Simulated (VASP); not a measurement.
Output of a VASP run:

### OUTCAR
```
 ion  position               nearest neighbor table
   1  0.750  0.750  0.000-   4 2.39   4 2.39   3 2.42   3 2.42   3 2.42   3 2.42   2 3.13   2 3.13
                             2 3.13   2 3.13
   2  0.500  0.000  0.500-   3 2.39   3 2.39   4 2.42   4 2.42   4 2.42   4 2.42   1 3.13   1 3.13
                             1 3.13   1 3.13
   3  0.166  0.166  0.000-   2 2.39   2 2.39   1 2.42   1 2.42   1 2.42   1 2.42
   4  0.916  0.416  0.500-   1 2.39   1 2.39   2 2.42   2 2.42   2 2.42   2 2.42
  LATTYP: Found a body centered tetragonal cell.
 ALAT       =     3.1808240000
 C/A-ratio  =     3.3855076546
 Subroutine PRICEL returns:
 Original cell was already a primitive cell.
 Subroutine GETGRP returns: Found  8 space group operations
The static configuration has the point symmetry C_2v.
 The point group associated with its full space group is C_4v.
The dynamic configuration has the point symmetry C_2v.
 Subroutine INISYM returns: Found  8 space group operations
 Subroutine IBZKPT returns following result:
 Found     40 irreducible k-points:

 Following reciprocal coordinates:
            Coordinates               Weight
  0.000000  0.000000  0.000000      1.000000
  0.142857  0.000000  0.000000      8.000000
  0.285714  0.000000 -0.000000      8.000000
  0.428571 -0.000000  0.000000      8.000000
  0.142857  0.142857  0.000000      8.000000
  0.285714  0.142857  0.000000     16.000000
  0.428571  0.142857  0.000000     16.000000
 -0.428571  0.142857 -0.000000     16.000000
 -0.285714  0.142857  0.000000     16.000000
 -0.142857  0.142857  0.000000      4.000000
  0.285714  0.285714 -0.000000      8.000000
  0.428571  0.285714  0.000000     16.000000
 -0.428571  0.285714 -0.000000     16.000000
 -0.285714  0.285714  0.000000      4.000000
  0.428571  0.428571  0.000000      8.000000
 -0.428571  0.428571  0.000000      4.000000
  0.142857  0.142857  0.142857      8.000000
  0.285714  0.142857  0.142857     16.000000
 -0.142857  0.142857  0.142857      4.000000
  0.285714  0.285714  0.142857      8.000000
  0.428571  0.285714  0.142857      8.000000
 -0.285714  0.285714  0.142857      8.000000
 -0.142857  0.285714  0.142857      8.000000
 -0.428571  0.428571  0.142857      8.000000
 -0.285714  0.428571  0.142857     16.000000
 -0.142857  0.428571  0.142857      8.000000
 -0.428571 -0.428571  0.142857      8.000000
 -0.285714 -0.428571  0.142857     16.000000
 -0.142857 -0.428571  0.142857      8.000000
 -0.285714 -0.285714  0.142857      8.000000
 -0.142857 -0.285714  0.142857      8.000000
 -0.142857 -0.142857  0.142857      2.000000
 -0.285714  0.285714  0.285714      4.000000
 -0.428571  0.428571  0.285714      8.000000
 -0.285714  0.428571  0.285714      8.000000
 -0.428571 -0.428571  0.285714      8.000000
 -0.285714 -0.428571  0.285714      8.000000
 -0.285714 -0.285714  0.285714      2.000000
 -0.428571  0.428571  0.428571      4.000000
 -0.428571 -0.428571  0.428571      2.000000
   k-points           NKPTS =     40   k-points in BZ     NKDIM =     40   number of bands    NBANDS=     19
   number of dos      NEDOS =    301   number of ions     NIONS =      4
   total plane-waves  NPLWV =  46656
   dimension x,y,z NGX =    36 NGY =   36 NGZ =   36
   dimension x,y,z NGXF=    72 NGYF=   72 NGZF=   72
   ions per type =               2   2
   PREC   = accura    normal or accurate (medium, high low for compatibility)
   ISTART =      0    job   : 0-new  1-cont  2-samecut
   ICHARG =      2    charge: 1-file 2-atom 10-const
   ISPIN  =      1    spin polarized calculation?
   LNONCOLLINEAR =      F non collinear calculations
   LSORBIT =      F    spin-orbit coupling
   INIWAV =      1    electr: 0-lowe 1-rand  2-diag
   ENCUT  =  300.0 eV  22.05 Ry    4.70 a.u.   8.24  8.24  8.24*2*pi/ulx,y,z
   NELM   =    100;   NELMIN=  2; NELMDL= -5     # of ELM steps
   EDIFF  = 0.1E-05   stopping-criterion for ELM
   LREAL  =      F    real-space projection
   NLSPLINE    = F    spline interpolate recip. space projectors
...
```

OSZICAR:
```
       N       E                     dE             d eps       ncg     rms          rms(c)
DAV:   1     0.196970911822E+03    0.19697E+03   -0.99238E+03  1520   0.978E+02
DAV:   2    -0.100036067081E+02   -0.20697E+03   -0.19863E+03  1537   0.350E+02
DAV:   3    -0.246179461348E+02   -0.14614E+02   -0.13821E+02  2088   0.851E+01
DAV:   4    -0.250629314475E+02   -0.44499E+00   -0.44161E+00  1863   0.152E+01
DAV:   5    -0.250734283263E+02   -0.10497E-01   -0.10487E-01  1941   0.213E+00    0.345E+01
DAV:   6    -0.247769056600E+02    0.29652E+00   -0.41254E-01  2304   0.730E+00    0.193E+01
DAV:   7    -0.246582455573E+02    0.11866E+00   -0.10512E-01  2017   0.263E+00    0.242E+00
DAV:   8    -0.246533302551E+02    0.49153E-02   -0.16655E-02  2086   0.156E+00    0.139E-01
DAV:   9    -0.246532678771E+02    0.62378E-04   -0.14745E-03  1743   0.249E-01    0.625E-02
DAV:  10    -0.246532491387E+02    0.18738E-04   -0.14697E-04  1890   0.144E-01    0.431E-02
DAV:  11    -0.246532488559E+02    0.28288E-06   -0.93957E-06  1810   0.203E-02
   1 F= -.24653249E+02 E0= -.24644274E+02  d E =-.179504E-01
```

OUTCAR:
```
------------------------ aborting loop because EDIFF is reached ----------------------------------------
  FORCE on cell =-STRESS in cart. coord.  units (eV):
  Direction    XX          YY          ZZ          XY          YZ          ZX
  --------------------------------------------------------------------------------------
  Total       21.8304347     21.8304347     19.4234516      0.0000000      0.0000000      0.0000000
  in kB      642.0372766    642.0372766    571.2474406      0.0000000      0.0000000      0.0000000
  external PRESSURE =     618.4406646 kB  Pullay stress =       0.0000000 kB
  volume of cell :       54.48
      direct lattice vectors                 reciprocal lattice vectors
    -1.590412000  1.590412000  5.384352000     0.000000000  0.314383946  0.092861685
     1.590412000 -1.590412000  5.384352000     0.314383946  0.000000000  0.092861685
     1.590412000  1.590412000 -5.384352000     0.314383946  0.314383946  0.000000000
 POSITION                                       TOTAL-FORCE (eV/Angst)
 -----------------------------------------------------------------------------------
      0.00000      0.00000      8.07653         0.000000     -0.000000     -0.471672
      0.00000      1.59041      0.00000        -0.000000      0.000000     -0.471672
      0.00000      0.00000      1.78760         0.000000      0.000000      0.471672
     -0.00000      1.59041      4.47978        -0.000000     -0.000000      0.471672
 -----------------------------------------------------------------------------------
    total drift:                               -0.000000     -0.000000      0.000253
  FREE ENERGIE OF THE ION-ELECTRON SYSTEM (eV)
  ---------------------------------------------------
  free  energy   TOTEN  =       -24.6532488559 eV

  energy  without entropy=      -24.6352985030  energy(sigma->0) =      -24.64427368
```
(Selected blocks of OUTCAR.)

### POSCAR
```
IrSe
1
   -1.5904120000     1.5904120000     5.3843520000
    1.5904120000    -1.5904120000     5.3843520000
    1.5904120000     1.5904120000    -5.3843520000
Ir Se
2 2
Direct
  0.7500000000   0.7500000000   0.0000000000
  0.5000000000   0.0000000000   0.5000000000
  0.1660000000   0.1660000000   0.0000000000
  0.9160000000   0.4160000000   0.5000000000
```

**Question.** Write an INCAR and KPOINTS that could have produced this output.

**Answer.** This is not unique; one that fits is the input of the run itself, LDA (Ceperley-Alder, Perdew-Zunger), plane waves, VASP's LDA PAW potentials (set 64).

### INCAR
```
SYSTEM = IrSe
PREC = Accurate; ENCUT = 300; LREAL = F
LASPH = T
EDIFF = 1E-6; NELM = 100; ALGO = Normal
LMAXMIX = 6
ISMEAR = 0; SIGMA = 0.1
ISIF = 2
LWAVE = F; LCHARG = F
```

KPOINTS:
```
Automatic mesh
0
Gamma
 7 7 7
0 0 0
```

POTCAR, in this order: Ir Se (LDA.64 set). Program: vasp_std.

At this cut-off the stress carries a Pulay error, which pulls relaxed volumes low.

The structure was generated: IrSe was put into an ordered model structure, which need not be its known phase. The cell was not relaxed at this level. The k-mesh is coarse (spacing up to 0.40 per Å, 2π included), so the numbers may not be converged in it. The run is one of a series of settings (GGA removed, POTCAR Ir Se (LDA.64 set) against the base run), some of them coarse on purpose.
